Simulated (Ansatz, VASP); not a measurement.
**Sn9Ge55 (Ge0.86Sn0.14, diamond): VASP beside Ansatz**

Aim: how closely do two programs agree when they are given the same cell, functional and k mesh? The cell is invented: As first built, before any earlier steps moved the atoms (in the runner's words): 2x2x2 conventional cells of the Ge type (64 atoms: 55 Ge, 9 Sn); Ge/Sn share their sites, the best of 600 random draws by like-pair counts in two shells; start lattice by linear mixing of the end members' cells; atoms moved at random by 0.02 A. It may not be a known or stable phase. The structure shown is the end of the Ansatz relaxation below.

Calculated with Ansatz 0.2.0; plane waves, with VASP 6.6.1 beside it; single point at LDA.

### Step 1. The starting structure

The cell holds 64 atoms: 55 Ge and 9 Sn. Cell: a = 11.482 Å, b = 11.492 Å, c = 11.482 Å, α = 90.0°, β = 90.0°, γ = 90.0°. It derives from Ge (Ge type, space group 227), repeated 2×2×2. As first built, before any earlier steps moved the atoms (in the runner's words): 2x2x2 conventional cells of the Ge type (64 atoms: 55 Ge, 9 Sn); Ge/Sn share their sites, the best of 600 random draws by like-pair counts in two shells; start lattice by linear mixing of the end members' cells; atoms moved at random by 0.02 A.

### Step 2. Ansatz: relaxation, LDA

Ansatz runs on its default PAW (the set named soft_2) files.

This run makes the geometry at which the two programs are then compared.

input.yaml

```yaml
crystal:
  lattice:
    - [11.54212, 0.0, 0.0]
    - [0.0, 11.54212, 0.0]
    - [0.0, 0.0, 11.54212]
  atoms:
    - { symbol: Ge, position: [0.99999, 0.99938, 0.25007] }
    - { symbol: Ge, position: [0.12337, 0.3725, 0.12395] }
    - { symbol: Ge, position: [0.99725, 0.25168, 0.99774] }
    - { symbol: Ge, position: [0.123, 0.12875, 0.37363] }
    - { symbol: Ge, position: [0.2464, 0.9978, 0.99553] }
    - { symbol: Ge, position: [0.37402, 0.37622, 0.37324] }
    - { symbol: Ge, position: [0.25026, 0.25065, 0.25125] }
    - { symbol: Ge, position: [0.37531, 0.12688, 0.1223] }
    - { symbol: Ge, position: [0.99992, 0.00063, 0.74591] }
    - { symbol: Ge, position: [0.12651, 0.37654, 0.62454] }
    - { symbol: Ge, position: [0.0017, 0.2537, 0.5025] }
    - { symbol: Ge, position: [0.12507, 0.12466, 0.87549] }
    - { symbol: Ge, position: [0.24727, 0.99909, 0.49962] }
    - { symbol: Ge, position: [0.37359, 0.37581, 0.87251] }
    - { symbol: Ge, position: [0.25068, 0.24771, 0.75171] }
    - { symbol: Ge, position: [0.37427, 0.12375, 0.62488] }
    - { symbol: Ge, position: [0.00175, 0.49898, 0.25092] }
    - { symbol: Ge, position: [0.12525, 0.87239, 0.12544] }
    - { symbol: Ge, position: [0.99921, 0.75074, 0.00172] }
    - { symbol: Ge, position: [0.12345, 0.62458, 0.37485] }
    - { symbol: Ge, position: [0.24908, 0.50105, 0.99757] }
    - { symbol: Ge, position: [0.25055, 0.74897, 0.25005] }
    - { symbol: Ge, position: [0.37383, 0.62282, 0.12469] }
    - { symbol: Ge, position: [0.12529, 0.8763, 0.62641] }
    - { symbol: Ge, position: [0.99915, 0.75071, 0.50395] }
    - { symbol: Ge, position: [0.12419, 0.62801, 0.87128] }
    - { symbol: Ge, position: [0.25172, 0.49973, 0.50055] }
    - { symbol: Ge, position: [0.24713, 0.75089, 0.74955] }
    - { symbol: Ge, position: [0.37488, 0.62374, 0.62188] }
    - { symbol: Ge, position: [0.49761, 0.99978, 0.24966] }
    - { symbol: Ge, position: [0.62566, 0.37361, 0.12357] }
    - { symbol: Ge, position: [0.62733, 0.12642, 0.37699] }
    - { symbol: Ge, position: [0.75138, 0.99951, 0.00125] }
    - { symbol: Ge, position: [0.87272, 0.37701, 0.3766] }
    - { symbol: Ge, position: [0.74902, 0.25308, 0.25264] }
    - { symbol: Ge, position: [0.8754, 0.12523, 0.1271] }
    - { symbol: Ge, position: [0.49773, 0.00103, 0.75047] }
    - { symbol: Ge, position: [0.62272, 0.37222, 0.62455] }
    - { symbol: Ge, position: [0.50147, 0.25171, 0.50175] }
    - { symbol: Ge, position: [0.62424, 0.12608, 0.87367] }
    - { symbol: Ge, position: [0.74687, 0.0, 0.50396] }
    - { symbol: Ge, position: [0.8816, 0.3743, 0.87378] }
    - { symbol: Ge, position: [0.74963, 0.24973, 0.74834] }
    - { symbol: Ge, position: [0.87659, 0.12341, 0.62537] }
    - { symbol: Ge, position: [0.49883, 0.49926, 0.25118] }
    - { symbol: Ge, position: [0.62639, 0.87445, 0.12176] }
    - { symbol: Ge, position: [0.49901, 0.74958, 0.00064] }
    - { symbol: Ge, position: [0.6257, 0.62625, 0.37495] }
    - { symbol: Ge, position: [0.87447, 0.87543, 0.37292] }
    - { symbol: Ge, position: [0.75055, 0.74942, 0.25161] }
    - { symbol: Ge, position: [0.62834, 0.87449, 0.62761] }
    - { symbol: Ge, position: [0.49907, 0.75108, 0.49834] }
    - { symbol: Ge, position: [0.87472, 0.876, 0.87864] }
    - { symbol: Ge, position: [0.75131, 0.74883, 0.75207] }
    - { symbol: Ge, position: [0.87557, 0.62575, 0.6245] }
    - { symbol: Sn, position: [0.37991, 0.87724, 0.37402] }
    - { symbol: Sn, position: [0.00012, 0.50096, 0.75169] }
    - { symbol: Sn, position: [0.37419, 0.87405, 0.87427] }
    - { symbol: Sn, position: [0.49931, 0.24832, 0.99986] }
    - { symbol: Sn, position: [0.75041, 0.50006, 0.99861] }
    - { symbol: Sn, position: [0.87535, 0.62764, 0.12318] }
    - { symbol: Sn, position: [0.49739, 0.4969, 0.74844] }
    - { symbol: Sn, position: [0.625, 0.62486, 0.876] }
    - { symbol: Sn, position: [0.75314, 0.50137, 0.49978] }
kpoints:
  mp_grid: { grid: [2, 2, 2], shift: [0.5, 0.5, 0.5] }
hamiltonian:
  xc: lda
scf:
  occupations: { method: fermi_dirac, width: 0.01 }
output:
  forces: true
  stress: true
relax:
  f_tol: 0.02
  max_steps: 45
  cell: { stress_tol: 0.1 }
```

Run with:

```sh
> ansatz run input.yaml --threads 32 --pin off --max-ram 143360MiB --backend cuda --events-out ev --progress --plain --runs-dir out
```

Numbers of over 12 decimals in the logs are rounded to 6 here.

The program printed:

```text
Engine: ansatz 0.2.0, aarch64-unknown-linux-gnu
Pseudopotentials: kind: paw
Pseudopotential: Ge, paw, valence charge 14, recommended cutoff 420 eV (normal), Ge.paw.azcp
Pseudopotential: Sn, paw, valence charge 14, recommended cutoff 420 eV (normal), Sn.paw.azcp
device memory: the entry about to start is reckoned to put 20.8 GiB on a device that reports 182.5 GiB free
GPU FFT provider: cuFFT
GPU libraries: cuBLAS 13.8.1, cuFFT 12.4.0, cuSOLVER 12.3.2
GPU matrix products: emulated (plane waves: as basis.precision tells), large ones in fixed point in workspaces of 1.00 GiB
Crystal: 64 atoms, lattice volume = 1537.647 Å³
Basis set: ecut = 420 eV, 30047 PW (Γ)
Bands: 538, of which v1, the nominal top of the filled ones, is band 448 counted from 1 (447 counted from 0)
k-points: 4 of 8 (time reversal used)
PAW frozen core: Ge, regenerated for the run's functional, and the local potential with it (the file was generated under x = pbe(κ = 0.804, μ = 0.219515), c = pbe(β = 0.066725))
PAW frozen core: Sn, regenerated for the run's functional, and the local potential with it (the file was generated under x = pbe(κ = 0.804, μ = 0.219515), c = pbe(β = 0.066725))
GPU buffer pool allocated for 512000 grid points (all kernels)
GPU transforms: local potential and band sums: pruned to the plane-wave sphere, on 80×80×80
relax step   1: F+E_penalty+E_count = -284774.65649030 eV  Δ(F+E_penalty+E_count) = +0.000e0 eV  max|allowed force component| = 2.449e0 eV/Å  Δτ_max = 0.0000 Å  P = -0.005 GPa  Ω = 1537.647 Å³  (10 SCF iters, dr2 threshold 1.00e-7 eV, accepted)
[...]
relax step   2: F+E_penalty+E_count = -284777.92213428 eV  Δ(F+E_penalty+E_count) = -3.266e0 eV  max|allowed force component| = 6.412e-1 eV/Å  Δτ_max = 0.1948 Å  P = -0.777 GPa  Ω = 1533.539 Å³  energy of the carried Pulay correction = +7.359e-4 eV  (8 SCF iters, dr2 threshold 6.40e-6 eV, accepted)
[...]
relax step   3: F+E_penalty+E_count = -284778.06019634 eV  Δ(F+E_penalty+E_count) = -1.381e-1 eV  max|allowed force component| = 5.289e-2 eV/Å  Δτ_max = 0.0572 Å  P = -0.113 GPa  Ω = 1517.400 Å³  energy of the carried Pulay correction = +3.646e-3 eV  (6 SCF iters, dr2 threshold 6.40e-6 eV, accepted)
[...]
relax step   4: F+E_penalty+E_count = -284778.07016402 eV  Δ(F+E_penalty+E_count) = -9.968e-3 eV  max|allowed force component| = 1.142e-2 eV/Å  Δτ_max = 0.0179 Å  P = -0.008 GPa  Ω = 1514.980 Å³  energy of the carried Pulay correction = +4.085e-3 eV  (6 SCF iters, dr2 threshold 2.10e-7 eV, accepted)
[...]
relax step   5: F+E_penalty+E_count = -284778.06604995 eV  Δ(F+E_penalty+E_count) = +4.114e-3 eV  max|allowed force component| = 1.145e-2 eV/Å  Δτ_max = 0.0000 Å  P = -0.008 GPa  Ω = 1514.980 Å³  stress off target by 1.48e-2 GPa  SCF on the basis re-selected at this cell (its energy is not comparable with the rows above)  (5 SCF iters)
basis re-selected at this cell: Δ(F+E_penalty+E_count) = +4.114e-3 eV, ΔP = +0.000 GPa vs the last step (what re-selecting the basis moved, of the pressure what is left beyond the Pulay correction that the steps carried, after the strain that the cell walked since its last selection, with what the two solves' SCF thresholds leave and, on support functions, any second-order correction that the steps lacked; it is no m [...]
SCF converged after 5 iterations
Free energy (F): -284778.066050 eV
Internal energy: -284778.066050 eV  (E = F + TS)
E sigma→0 (E₀):  -284778.066050 eV
Entropy (-TS):   -0.000000 eV (-0.000 meV/atom)
Fermi energy:    8.362727 eV
--- Forces (eV/Å), atoms counted from 1 ---
  max |Σ_I F_I| component: 2.78e-5 eV/Å
--- Stress (GPa, compression-positive) ---
       -0.009124      -0.002023      -0.005240
       -0.002023      -0.006656      -0.002878
       -0.005240      -0.002878      -0.006895
  P = ⅓ Tr σ = -0.0076 GPa (-0.076 kbar)
--- Band table (eV) ---
--- Relaxed structure (4 steps of the walk, 4 accepted, 1 SCFs on fresh bases) ---
  F+E_penalty+E_count = -284778.06604995 eV   max|allowed force component| = 1.145e-2 eV/Å   (the final SCF, on the basis selected at the relaxed cell)
  cell:  # Å, volume = 1514.9796 Å³
    - [11.481842, -0.00075307, -0.00443844]
    - [-0.00075307, 11.491702, -0.00138979]
    - [-0.00443844, -0.00138979, 11.481826]
  atoms:
    [... one line an atom ...]
```

### Step 3. VASP: single point, LDA

The same cell, functional (in two slightly different forms), mesh and smearing now go to VASP, with its own data sets.

Lines of VASP's logs that name or quote its potential files are left out, and so is its time.

INCAR

```
SYSTEM = Sn9Ge55
PREC = Accurate
ENCUT = 410
EDIFF = 1E-06
NELM = 120
ISMEAR = -1
SIGMA = 0.01
LREAL = Auto
ALGO = Normal
GGA = CA
NBANDS = 520
LORBIT = 11
LWAVE = .FALSE.
LCHARG = .FALSE.
ISIF = 2
ISYM = 0
LASPH = .TRUE.
GGA_COMPAT = .FALSE.
EFERMI = MIDGAP
KPAR = 4
```

POSCAR

```
Sn9Ge55
1.0
   11.4818420000     -0.0007530000     -0.0044380000
   -0.0007530000     11.4917020000     -0.0013900000
   -0.0044380000     -0.0013900000     11.4818260000
Ge Sn
55 9
Direct
    0.9985900000      0.9999400000      0.2505800000
    0.1264200000      0.3730300000      0.1253500000
    0.0017100000      0.2455800000      0.0015400000
    0.1231000000      0.1248800000      0.3750500000
    0.2423100000      0.0059300000      0.0071000000
    0.3748400000      0.3748900000      0.3758300000
    0.2491600000      0.2499100000      0.2530500000
    0.3678300000      0.1216700000      0.1323200000
    0.0011800000      0.0022500000      0.7494800000
    0.1307200000      0.3688700000      0.6169800000
    0.0015800000      0.2463100000      0.4983500000
    0.1236700000      0.1249100000      0.8755000000
    0.2438700000      0.0064400000      0.5061300000
    0.3584300000      0.3740500000      0.8761200000
    0.2470300000      0.2468000000      0.7493100000
    0.3750300000      0.1271000000      0.6251900000
    0.0085700000      0.4923700000      0.2560000000
    0.1224400000      0.8776200000      0.1255200000
    0.0067400000      0.7605600000      0.9937200000
    0.1240500000      0.6219600000      0.3759900000
    0.2471000000      0.5015800000      0.0027100000
    0.2417200000      0.7435200000      0.2447600000
    0.3724900000      0.6211300000      0.1274300000
    0.1218300000      0.8770400000      0.6245600000
    0.0017100000      0.7543200000      0.4957300000
    0.1308300000      0.6312100000      0.8795100000
    0.2497000000      0.4991800000      0.4952800000
    0.2451100000      0.7478400000      0.7425300000
    0.3664700000      0.6282700000      0.6150000000
    0.5048000000      0.0071300000      0.2467900000
    0.6214800000      0.3713800000      0.1417000000
    0.6268700000      0.1253800000      0.3751700000
    0.7526800000      0.9982900000      0.9988600000
    0.8830300000      0.3669000000      0.3709400000
    0.7526600000      0.2463400000      0.2530500000
    0.8746800000      0.1233600000      0.1248500000
    0.5062600000      0.0042100000      0.7417800000
    0.6258400000      0.3598200000      0.6236800000
    0.4985800000      0.2463300000      0.4968600000
    0.6322200000      0.1184300000      0.8691500000
    0.7514700000      0.0018500000      0.4980300000
    0.8770800000      0.3573900000      0.8721100000
    0.7536400000      0.2402700000      0.7463300000
    0.8780300000      0.1224900000      0.6219300000
    0.4956800000      0.5012600000      0.2539400000
    0.6263800000      0.8813800000      0.1273400000
    0.4978200000      0.7537300000      0.0161200000
    0.6175000000      0.6310400000      0.3713800000
    0.8745200000      0.8787500000      0.3760300000
    0.7440000000      0.7601800000      0.2568800000
    0.6281700000      0.8788200000      0.6206900000
    0.5029600000      0.7482700000      0.5051600000
    0.8793700000      0.8814100000      0.8733400000
    0.7579600000      0.7654200000      0.7441800000
    0.8769100000      0.6388600000      0.6227500000
    0.3732700000      0.8761800000      0.3745100000
    0.0020000000      0.4995900000      0.7497300000
    0.3738000000      0.8785900000      0.8754400000
    0.4971600000      0.2468900000      0.0001500000
    0.7516600000      0.4868300000      0.0028000000
    0.8836700000      0.6323500000      0.1325200000
    0.4900200000      0.4943400000      0.7427300000
    0.6255700000      0.6376000000      0.8732900000
    0.7508800000      0.4995100000      0.4966800000
```

KPOINTS

```
Points of the shifted mesh
8
Reciprocal
 0.2500000000  0.2500000000  0.2500000000 1
 0.2500000000  0.2500000000  0.7500000000 1
 0.2500000000  0.7500000000  0.2500000000 1
 0.2500000000  0.7500000000  0.7500000000 1
 0.7500000000  0.2500000000  0.2500000000 1
 0.7500000000  0.2500000000  0.7500000000 1
 0.7500000000  0.7500000000  0.2500000000 1
 0.7500000000  0.7500000000  0.7500000000 1
```

Potentials, in the order of the species: Ge_d and Sn_d (LDA family, release 64).

Run with:

```sh
> mpirun -np 8 vasp_std
```

The program printed:

```text
[banner, memory and clock lines left out]
running    8 mpi-ranks, on    1 nodes
[...]
|                                                                             |
|           W    W    AA    RRRRR   N    N  II  N    N   GGGG   !!!           |
|           W    W   A  A   R    R  NN   N  II  NN   N  G    G  !!!           |
|           W    W  A    A  R    R  N N  N  II  N N  N  G       !!!           |
|           W WW W  AAAAAA  RRRRR   N  N N  II  N  N N  G  GGG   !            |
|           WW  WW  A    A  R   R   N   NN  II  N   NN  G    G                |
|           W    W  A    A  R    R  N    N  II  N    N   GGGG   !!!           |
|                                                                             |
|     For optimal performance we recommend to set                             |
|       NCORE = 2 up to number-of-cores-per-socket                            |
|     NCORE specifies how many cores store one orbital (NPAR=cpu/NCORE).      |
|     This setting can greatly improve the performance of VASP for DFT.       |
[...]
|     multi-core architectures or massively parallel machines. Do your        |
|     Unfortunately you need to use the default for GW and RPA                |
|     calculations (for HF NCORE is supported but not extensively tested      |
|     yet).                                                                   |
|                                                                             |

 LDA part: xc-table for (Slater(with rela. corr.)+CA(PZ))
 , standard interpolation
 POSCAR, INCAR and KPOINTS ok, starting setup
[...]
entering main loop
       N       E                     dE             d eps       ncg     rms          rms(c)
DAV:   1     0.150610191997E+05    0.15061E+05   -0.30443E+05  8808   0.398E+03
DAV:   2     0.347917535293E+04   -0.11582E+05   -0.11222E+05  8320   0.992E+02
DAV:   3     0.243916065019E+03   -0.32353E+04   -0.30984E+04  8344   0.302E+02
DAV:   4    -0.287746387903E+03   -0.53166E+03   -0.49940E+03  9232   0.122E+02
[...]
DAV:  16    -0.323903910041E+03   -0.24273E-05   -0.40854E-05  8728   0.434E-02    0.318E-03
DAV:  17    -0.323903914019E+03   -0.39781E-05   -0.41330E-05  7960   0.239E-02    0.308E-03
DAV:  18    -0.323903914242E+03   -0.22320E-06   -0.46660E-06  6816   0.130E-02
   1 F= -.32390391E+03 E0= -.32390391E+03  d E =-.116885E-07
```

OUTCAR, selected parts (step 3):

```text
  Total       -2.1548623     -2.1275200     -2.1334517     -0.0151766     -0.0174983     -0.0440083
  in kB       -2.2788897     -2.2499736     -2.2562467     -0.0160501     -0.0185054     -0.0465412
  external PRESSURE =      -2.2617033 kB  Pullay stress =       0.0000000 kB

 POSITION                                       TOTAL-FORCE (eV/Angst)
 -----------------------------------------------------------------------------------
     11.46379     11.48991      2.87129        -0.003553     -0.001436      0.003075
      1.45070      4.28648      1.43817         0.004830      0.004770     -0.004479
      0.01944      2.82213      0.01733         0.001340      0.005251     -0.001080
      1.41166      1.43447      4.30554         0.001046     -0.002398     -0.000311
      2.78213      0.06795      0.08044        -0.001997     -0.005199      0.004701
      4.30190      4.30732      4.31303         0.002157      0.004596     -0.001511
      2.85950      2.87135      2.90402        -0.005020     -0.000709      0.002311
      4.22269      1.39773      1.51747         0.004840      0.004750     -0.005155
      0.01022      0.02481      8.60539         0.001008      0.004863      0.004094
      1.49789      4.23799      7.08296         0.000344      0.004363     -0.002704
      0.01574      2.82983      5.72162         0.000651     -0.000089     -0.002448
      1.41598      1.43412     10.05162        -0.000831     -0.001312     -0.000226
      2.79783      0.07312      5.81021         0.001171      0.001154     -0.002731
      4.11127      4.29698     10.05735         0.002495     -0.008828      0.006764
[...]
-----------------------------------------------------------------------------------
    total drift:                                0.000227     -0.002670      0.009626

  FREE ENERGIE OF THE ION-ELECTRON SYSTEM (eV)
  ---------------------------------------------------
  free  energy   TOTEN  =      -323.9039142422 eV

  energy  without entropy=     -323.9039142305  energy(sigma->0) =     -323.90391424

[... 2 further parts left out ...]
```

The run ends at a pressure of -0.23 GPa, with forces up to 0.011 eV/Å.

### Step 4. Differences

Known differences besides the potentials themselves: the two LDA forms differ slightly; the cutoff is 420 eV in Ansatz and 410 eV in VASP (PREC = Accurate, projectors in real space); VASP's log shows a relativistic correction to its local exchange, Ansatz's none. Total energies have different zeros and are not compared.

Compared:

```
              quantity  Ansatz   VASP  difference
gap on the k mesh (eV)   0.319  0.339      -0.020
```

A gap on the mesh is an upper bound, since the band edges may lie between its points.

### Step 5. What came out

```
difference in gap on the k mesh (single point, LDA) : -0.020 eV
```

What this shows: The difference in gap on the k mesh is -0.020 eV (single point, LDA), within the 0.08 eV picked in this series as the mark of a large difference. How closely two codes agree says nothing of how well the functional describes the real material.

[Lines on the potential files, build, host, timing and source positions are cut from VASP's logs without a mark.]

[Logs are printed without paths, hosts, clocks, repeated set-up lines and the standing remarks that a program may print on its own settings, such as how far it seeks lower states.]

[Hosts, paths, dates, database ids (printed as entryN), source tags and the programs' standing remarks are cut or masked in the printed files.]
